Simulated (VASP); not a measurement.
Given:

```
CELL_PARAMETERS angstrom
      1.82500    -3.16099     0.00000
      1.82500     3.16099     0.00000
      0.00000     0.00000     5.73000
ATOMIC_POSITIONS crystal
  Y  0.33333 0.66667 0.25000
  Y  0.66667 0.33333 0.75000
```

Method: PBE GGA, VASP's PBE PAW potentials (set 64) (plane waves; VASP 6.6.1). Settings: 300 eV cut-off, 10×10×6 Γ-centred mesh, Fermi-Dirac smearing of 0.10 eV, potentials Y_sv.

At this cut-off the stress carries a Pulay error, which pulls relaxed volumes low.

Question: The ions, cell shape and volume are relaxed. Which structure does the run end with?

Answer: 
```
CELL_PARAMETERS angstrom
      1.82145    -3.15484     0.00000
      1.82145     3.15484     0.00000
      0.00000     0.00000     5.68973
ATOMIC_POSITIONS crystal
  Y  0.33333 0.66667 0.25000
  Y  0.66667 0.33333 0.75000
```
Space group P6_3/mmc (194), at a tolerance of 0.03 Å.

Question: How do energy and volume change from the first to the last step?

Answer: The energy (σ→0) changes by -1.1 meV/atom and the volume by -1.1 %, in 5 ionic steps.

```csv
step,E(σ→0) (eV),max force (eV/Å),pressure (GPa),volume (Å³)
1,-12.8632,0.000,-0.43,66.11
2,-12.8654,0.000,0.12,65.26
3,-12.8653,0.000,0.03,65.37
4,-12.8653,0.000,0.03,65.36
5,-12.8655,0.000,0.02,65.39
```

The structure is a typed Y crystal (P6_3/mmc). This run relaxes it. Symmetry was kept, so distortions that lower it aren't found. The run is one of a series of settings (EDIFFG = -0.01, IBRION = 2, ISIF = 3, NSW = 50 against the base run), some of them coarse on purpose.
